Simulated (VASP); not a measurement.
**NbP: formation energy of a point defect**

Wanted: what a point defect costs in NbP and how the lattice relaxes round it. The start is a computed cell from the Materials Project.

Method: PBE; plane waves and PAW (Nb_pv, P), in the first sound run; inputs show where later runs differ, in VASP 6.6.1.

### Step 1. The host crystal

The structure is tetragonal, space group I4_1md (No. 109). Conventional cell: a = 3.350 Å, b = 3.350 Å, c = 11.480 Å, α = 90.00°, β = 90.00°, γ = 90.00°. Nearest to Nb lie 6 P at 2.55 Å. P has 6 Nb at 2.55 Å nearest. Farther neighbours are not listed.

Structure file:

```cif
data_structure
_symmetry_space_group_name_H-M 'P 1'
_symmetry_Int_Tables_number 1
_cell_length_a 6.2096
_cell_length_b 6.2096
_cell_length_c 6.2096
_cell_angle_alpha 148.704
_cell_angle_beta 148.704
_cell_angle_gamma 44.848
_cell_volume 64.41
loop_
_atom_site_label
_atom_site_type_symbol
_atom_site_fract_x
_atom_site_fract_y
_atom_site_fract_z
_atom_site_occupancy
Nb1 Nb 0.24988 0.74988 0.50000 1
Nb2 Nb 0.49988 0.49988 0.00000 1
P3 P 0.83275 0.33275 0.50000 1
P4 P 0.08275 0.08275 0.00000 1
```

### Step 2. The host at zero pressure

First cell and atoms are relaxed at a raised cutoff, so that later runs start from this functional's own cell.

File INCAR:

```
SYSTEM = NbP
PREC = Accurate
ENCUT = 350
EDIFF = 1E-06
NELM = 120
ISMEAR = 0
SIGMA = 0.05
LREAL = .FALSE.
ALGO = Normal
GGA = PE
NBANDS = 22
LASPH = .TRUE.
LORBIT = 11
LWAVE = .FALSE.
LCHARG = .FALSE.
KPAR = 4
IBRION = 2
NSW = 40
ISIF = 3
EDIFFG = -0.02
POTIM = 0.4
```

File POSCAR:

```
NbP
1.0
   -1.6749232544      1.6749232544      5.7401081759
    1.6749232544     -1.6749232544      5.7401081759
    1.6749232544      1.6749232544     -5.7401081759
Nb P
2 2
Direct
    0.2498808000      0.7498808000      0.5000000000
    0.4998808000      0.4998808000      0.0000000000
    0.8327477700      0.3327477700      0.5000000000
    0.0827477700      0.0827477700      0.0000000000
```

File KPOINTS:

```
Automatic mesh
0
Gamma
8 8 8
0 0 0
```

Potentials, in the order of the species: Nb_pv and P (PBE family, release 64).

Started as:

```console
> mpirun -np 4 vasp_std
```

Log:

```text
[banner, memory and clock lines left out]
running    4 mpi-ranks, on    1 nodes
 distrk:  each k-point on    1 cores,    4 groups
 distr:  one band on    1 cores,    1 groups

 POSCAR found type information on POSCAR NbP
 POSCAR found :  2 types and       4 ions
 LDA part: xc-table for (Slater+PW92), standard interpolation
 POSCAR, INCAR and KPOINTS ok, starting setup
 FFT: planning ... GRIDC
 FFT: planning ... GRID_SOFT
 FFT: planning ... GRID
 WAVECAR not read
 entering main loop
       N       E                     dE             d eps       ncg     rms          rms(c)
DAV:   1     0.249358077213E+03    0.24936E+03   -0.12389E+04  2652   0.111E+03
DAV:   2    -0.192183410979E+02   -0.26858E+03   -0.25769E+03  3044   0.497E+02
DAV:   3    -0.368471110461E+02   -0.17629E+02   -0.16557E+02  4176   0.100E+02
DAV:   4    -0.373891686634E+02   -0.54206E+00   -0.53548E+00  3824   0.175E+01
DAV:   5    -0.374022233915E+02   -0.13055E-01   -0.13028E-01  4024   0.292E+00    0.318E+01
DAV:   6    -0.350265266879E+02    0.23757E+01   -0.95831E+00  4176   0.273E+01    0.111E+01
DAV:   7    -0.349650637273E+02    0.61463E-01   -0.35734E-01  3496   0.442E+00    0.551E+00
DAV:   8    -0.349492552888E+02    0.15808E-01   -0.57990E-02  3592   0.151E+00    0.573E-01
DAV:   9    -0.349481791566E+02    0.10761E-02   -0.59110E-03  3872   0.513E-01    0.218E-01
DAV:  10    -0.349482197973E+02   -0.40641E-04   -0.58466E-04  3872   0.254E-01    0.407E-02
DAV:  11    -0.349481989131E+02    0.20884E-04   -0.67962E-05  4312   0.851E-02    0.173E-02
DAV:  12    -0.349481952306E+02    0.36825E-05   -0.46278E-06  3336   0.190E-02    0.938E-03
DAV:  13    -0.349481953159E+02   -0.85315E-07   -0.59853E-07  2336   0.130E-02
   1 F= -.34948195E+02 E0= -.34947498E+02  d E =-.349482E+02
 curvature:   0.00 expect dE= 0.000E+00 dE for cont linesearch  0.000E+00
 trial: gam= 0.00000 g(F)=  0.852E-04 g(S)=  0.276E-03 ort = 0.000E+00 (trialstep = 0.100E+01)
 search vector abs. value=  0.361E-03
 bond charge predicted
       N       E                     dE             d eps       ncg     rms          rms(c)
DAV:   1    -0.349490932135E+02   -0.89798E-03   -0.32695E-02  2986   0.187E+00    0.452E-01
DAV:   2    -0.349484280931E+02    0.66512E-03   -0.38550E-03  3728   0.705E-01    0.950E-02
DAV:   3    -0.349482947947E+02    0.13330E-03   -0.28940E-04  4256   0.169E-01    0.345E-02
DAV:   4    -0.349482622266E+02    0.32568E-04   -0.71079E-05  3720   0.734E-02    0.275E-02
DAV:   5    -0.349482610668E+02    0.11597E-05   -0.32726E-06  2870   0.188E-02    0.213E-02
DAV:   6    -0.349482586096E+02    0.24572E-05   -0.14231E-06  2192   0.104E-02    0.675E-03
DAV:   7    -0.349482591200E+02   -0.51036E-06   -0.40755E-07  1862   0.915E-03
   2 F= -.34948259E+02 E0= -.34947545E+02  d E =-.638041E-04
[...]
3 F= -.34948302E+02 E0= -.34947594E+02  d E =-.106508E-03
 curvature:  -0.31 expect dE=-0.332E-04 dE for cont linesearch -0.951E-08
 trial: gam= 0.30190 g(F)=  0.332E-04 g(S)=  0.726E-04 ort =-0.331E-05 (trialstep = 0.921E+00)
 search vector abs. value=  0.137E-03
 bond charge predicted
       N       E                     dE             d eps       ncg     rms          rms(c)
DAV:   1    -0.349483900674E+02   -0.88895E-04   -0.75040E-03  3160   0.956E-01    0.934E-02
DAV:   2    -0.349483841466E+02    0.59208E-05   -0.92827E-04  3120   0.241E-01    0.307E-02
DAV:   3    -0.349483708750E+02    0.13272E-04   -0.59278E-05  4104   0.638E-02    0.118E-02
DAV:   4    -0.349483689086E+02    0.19664E-05   -0.40964E-06  3184   0.177E-02    0.669E-03
DAV:   5    -0.349483691289E+02   -0.22029E-06   -0.62454E-07  2000   0.106E-02
   4 F= -.34948369E+02 E0= -.34947643E+02  d E =-.673049E-04
 trial-energy change:   -0.000067  1 .order   -0.000068   -0.000096   -0.000040
 step:   1.5592(harm=  1.5592)  dis= 0.00131  next Energy=   -34.948384 (dE=-0.817E-04)
 reached required accuracy - stopping structural energy minimisation
```

Wall time 40 s (4 MPI ranks of Intel Xeon 6975P-C (Granite Rapids), shared host); peak memory 1.1 GiB; 2 min of CPU time.

Lines that name or quote the potential files are left out of all logs, and their timing lines are given in words.

From OUTCAR (step 2):

```text
ion  position               nearest neighbor table
   1  0.250  0.750  0.500-   4 2.55   4 2.55   3 2.55   3 2.55   3 2.55   3 2.55   2 3.32   2 3.32
                             2 3.32   2 3.32
   2  0.500  0.500  0.000-   3 2.55   3 2.55   4 2.55   4 2.55   4 2.55   4 2.55   1 3.32   1 3.32
                             1 3.32   1 3.32
   3  0.833  0.333  0.500-   2 2.55   2 2.55   1 2.55   1 2.55   1 2.55   1 2.55
   4  0.083  0.083  0.000-   1 2.55   1 2.55   2 2.55   2 2.55   2 2.55   2 2.55

  LATTYP: Found a body centered tetragonal cell.
 ALAT       =     3.3498465088
 C/A-ratio  =     3.4270872775

 Subroutine GETGRP returns: Found  8 space group operations
 (whereof  4 operations were pure point group operations)

The static configuration has the point symmetry C_2v.
 The point group associated with its full space group is C_4v.

 Found     59 irreducible k-points:

   k-points           NKPTS =     59   k-points in BZ     NKDIM =     59   number of bands    NBANDS=     22

   dimension x,y,z NGX =    40 NGY =   40 NGZ =   40
   dimension x,y,z NGXF=    80 NGYF=   80 NGZF=   80

   ENCUT  =  350.0 eV  25.72 Ry    5.07 a.u.   9.47  9.47  9.47*2*pi/ulx,y,z

   NELECT =      32.0000    total number of electrons

 k-points in reciprocal lattice and weights: Automatic mesh
   0.00000000  0.00000000  0.00000000       0.002
   0.12500000 -0.00000000  0.00000000       0.016
   0.25000000 -0.00000000  0.00000000       0.016
   0.37500000  0.00000000  0.00000000       0.016
   0.50000000 -0.00000000  0.00000000       0.008
   0.12500000  0.12500000  0.00000000       0.016
   0.25000000  0.12500000  0.00000000       0.031
   0.37500000  0.12500000  0.00000000       0.031
   0.50000000  0.12500000  0.00000000       0.031
[...]
-0.37500000 -0.37500000  0.37500000       0.004
   0.50000000  0.50000000  0.50000000       0.002

 average (electrostatic) potential at core
       1 -33.7234       2 -33.7234       3 -81.4322       4 -81.4322

 E-fermi :   7.0468

 k-point     1 :       0.0000    0.0000    0.0000
  band No.  band energies     occupation
    ...
     12       4.8411      2.00000
     13       4.9324      2.00000
     14       5.3517      2.00000
     15       5.7147      2.00000
     16       5.7147      2.00000
     17       7.8649      0.00000
     18       8.6290      0.00000
     19       9.7352      0.00000
     20      10.2017      0.00000
     21      10.2017      0.00000
    ...

 k-point     2 :       0.1250   -0.0000    0.0000
  band No.  band energies     occupation
    ...
     12       4.6846      2.00000
     13       5.0433      2.00000
     14       5.2883      2.00000
     15       5.6239      2.00000
     16       5.9451      2.00000
     17       7.6355      0.00000
     18       8.2910      0.00000
     19       9.3126      0.00000
     20      10.0142      0.00000
     21      10.3757      0.00000
    ...

 k-point     3 :       0.2500   -0.0000    0.0000
  band No.  band energies     occupation
    ...
     12       4.3398      2.00000
     13       5.2551      2.00000
     14       5.2712      2.00000
     15       5.4411      2.00000
     16       6.5057      2.00000
     17       7.3336      0.00000
     18       8.1547      0.00000
     19       8.7065      0.00000
     20       9.5990      0.00000
     21      10.1828      0.00000
    ...

  Total        0.0019438      0.0019438     -0.0437840      0.0000000      0.0000000      0.0000000
  in kB        0.0482997      0.0482997     -1.0879404      0.0000000      0.0000000      0.0000000
  external PRESSURE =      -0.3304470 kB  Pullay stress =       0.0000000 kB

  energy-cutoff  :      350.00
  volume of cell :       64.48
      direct lattice vectors                 reciprocal lattice vectors
    -1.676317467  1.676317467  5.736519070     0.000000000  0.298272857  0.087160871
     1.676317467 -1.676317467  5.736519070     0.298272857  0.000000000  0.087160871
     1.676317467  1.676317467 -5.736519070     0.298272857  0.298272857  0.000000000

 POSITION                                       TOTAL-FORCE (eV/Angst)
 -----------------------------------------------------------------------------------
      1.67632      0.00000      2.86821         0.000000     -0.000000      0.002776
      0.00000      0.00000      5.73647        -0.000000      0.000000      0.002776
     -0.00000      1.67632      3.81631         0.000000     -0.000000     -0.002776
      1.67632      1.67632     -4.78847        -0.000000      0.000000     -0.002776
 -----------------------------------------------------------------------------------
    total drift:                               -0.000001     -0.000001     -0.000669

  FREE ENERGIE OF THE ION-ELECTRON SYSTEM (eV)
  ---------------------------------------------------
  free  energy   TOTEN  =       -34.9483691289 eV

  energy  without entropy=      -34.9469170145  energy(sigma->0) =      -34.94764307

 reached required accuracy - stopping structural energy minimisation

 total charge
# of ion       s       p       d       tot
------------------------------------------
    1        0.323   6.366   3.083   9.772
    2        0.323   6.366   3.083   9.772
    3        1.021   1.527   0.000   2.548
    4        1.021   1.527   0.000   2.548
--------------------------------------------------
tot          2.689  15.786   6.165  24.640

[... 3 further parts left out ...]
```

CONTCAR:

```
NbP
   1.00000000000000
    -1.6763174671793604    1.6763174671793604    5.7365190697152011
     1.6763174671793604   -1.6763174671793604    5.7365190697152011
     1.6763174671793604    1.6763174671793604   -5.7365190697152011
  Nb              P
     2     2
Direct
     0.2499957495589838    0.7499957495589837    0.5000000000000000
     0.4999957495589838    0.4999957495589838    0.0000000000000000
     0.8326328204410134    0.3326328204410133    0.5000000000000000
     0.0826328204410133    0.0826328204410133    1.0000000000000000
```

The run keeps the 8 symmetry operations of its start, so it cannot find a distortion of lower symmetry.

The steps of the relaxation:

```csv
step,energy less that of the first step (eV),largest force (eV/Å),pressure (GPa),volume (Å³)
1,0.0000,0.0235,0.21,64.41
2,-0.0001,0.0087,-0.28,64.57
3,-0.0001,0.0147,-0.10,64.51
4,-0.0002,0.0028,-0.03,64.48
```

```csv
"conventional cell, symmetrised",before,after,change
a (Å),3.350,3.353,+0.1 %
b (Å),3.350,3.353,+0.1 %
c (Å),11.480,11.473,-0.1 %
volume (Å³/atom),16.10,16.12,+0.1 %
```

The relaxed structure:

```cif
data_structure
_symmetry_space_group_name_H-M 'P 1'
_symmetry_Int_Tables_number 1
_cell_length_a 6.2071
_cell_length_b 6.2071
_cell_length_c 6.2071
_cell_angle_alpha 148.664
_cell_angle_beta 148.664
_cell_angle_gamma 44.907
_cell_volume 64.48
loop_
_atom_site_label
_atom_site_type_symbol
_atom_site_fract_x
_atom_site_fract_y
_atom_site_fract_z
_atom_site_occupancy
Nb1 Nb 0.25000 0.75000 0.50000 1
Nb2 Nb 0.50000 0.50000 0.00000 1
P3 P 0.83263 0.33263 0.50000 1
P4 P 0.08263 0.08263 0.00000 1
```

This step gave:

* electronic cycles: 30
* electrons: 32
* free energy (TOTEN): -34.95 eV
* energy at zero smearing: -34.95 eV
* Fermi energy: 7.047 eV
* labelled metallic, from the levels on this mesh: yes

The run ended after 4 ionic steps, 0.000 eV below its first step, once forces and stress met EDIFFG = -0.02.

[end of part 1 of 3]

[Lines on the potential files, build, host, timing and source positions are cut from VASP's logs without a mark.]

[Logs are printed without paths, hosts, clocks, repeated set-up lines and the standing remarks that a program may print on its own settings, such as how far it seeks lower states.]

[Hosts, paths, dates, database ids (printed as entryN), source tags and the programs' standing remarks are cut or masked in the printed files.]

[In band tables of VASP the shares of atoms and orbitals are scaled to a sum of 1 inside the atoms' spheres.]

[Runs that stopped without an error message from VASP are left out.]
